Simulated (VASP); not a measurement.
Given:

```
KF
1.0
    0.00000     2.72850     2.72850
    2.72850     0.00000     2.72850
    2.72850     2.72850     0.00000
K F
1 1
Direct
  0.00000   0.00000   0.00000
  0.50000   0.50000   0.50000
```

Calculation: PBE GGA, VASP's PBE PAW potentials (set 64) (plane waves; VASP). Run with 520 eV cut-off, 8×8×8 Γ-centred mesh, Fermi-Dirac smearing of 0.50 eV, potentials K_sv F.

Task: Predict the energy per atom (σ→0), band gap (on the k-mesh) with the smallest direct gap where there is one.

Result: 
```
Quantity                                      Value
-----------------------------------  --------------
band gap (on the k-mesh)                    5.85 eV
smallest direct gap (on the k-mesh)         5.85 eV
energy per atom (σ→0)                -4.148 eV/atom
```

The compound is KF in the rock salt structure. The cell was not relaxed at this level. The run is one of a series of settings (ISMEAR = -1, SIGMA = 0.5 against the base run), some of them coarse on purpose.
